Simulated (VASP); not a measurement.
An input for Quantum ESPRESSO's pw.x (written as the equivalent of a VASP run, and not itself run):

```
&CONTROL
  calculation = 'scf'
  pseudo_dir = './pseudo'
  outdir = './out'
  tprnfor = .true.
  tstress = .true.
/
&SYSTEM
  ibrav = 0
  nat = 3
  ntyp = 2
  ecutwfc = 88
  occupations = 'smearing'
  smearing = 'gaussian'
  degauss = 0.003675
  input_dft = 'pbe'
/
&ELECTRONS
  conv_thr = 7.3e-09
  electron_maxstep = 100
/
ATOMIC_SPECIES
  Na 22.990 Na.upf
  S 32.060 S.upf
CELL_PARAMETERS angstrom
     0.0000000    3.3145061    3.3145061
     3.3145061    0.0000000    3.3145061
     3.3145061    3.3145061    0.0000000
ATOMIC_POSITIONS crystal
  Na   0.2500000  0.2500000  0.2500000
  Na   0.7500000  0.7500000  0.7500000
  S    0.0000000  0.0000000  1.0000000
K_POINTS automatic
  6 6 6 0 0 0
```

Write the VASP files for the same calculation (PBE).

One answer among several that fit: 
### POSCAR
```
Na2S
1
    0.0000000000     3.3145060990     3.3145060990
    3.3145060990     0.0000000000     3.3145060990
    3.3145060990     3.3145060990     0.0000000000
Na S
2 1
Direct
  0.2500000000   0.2500000000   0.2500000000
  0.7500000000   0.7500000000   0.7500000000
  0.0000000000   0.0000000000   1.0000000000
```

### KPOINTS
```
Automatic mesh
0
Gamma
6 6 6
0 0 0
```

### INCAR
```
GGA = PE   ! PBE
LWAVE = .FALSE.
SYSTEM = Na2S
LCHARG = .FALSE.
PREC = Accurate
LASPH = .TRUE.   ! aspherical one-centre terms
SIGMA = 0.05
ALGO = Normal   ! blocked Davidson
LREAL = .FALSE.   ! projection in real space or not
NELM = 100   ! most electronic steps
ISIF = 2   ! forces and stress, cell fixed
ISMEAR = 0   ! Gaussian
ENCUT = 520   ! plane-wave cut-off (eV)
EDIFF = 1E-7
```

POTCAR, in this order: Na_pv S (PBE.64 set). Program: vasp_std.

Limits of the translation: the potentials are each code's own (VASP's PAW set, PseudoDojo norm-conserving files in pw.x), so ENCUT and ecutwfc are chosen apart and not converted; conv_thr bounds pw.x's estimated SCF error, while EDIFF bounds the energy change between steps.

The compound is Na2S in the antifluorite structure. This cell is one point of a volume scan, at 1.03 of the reference volume.
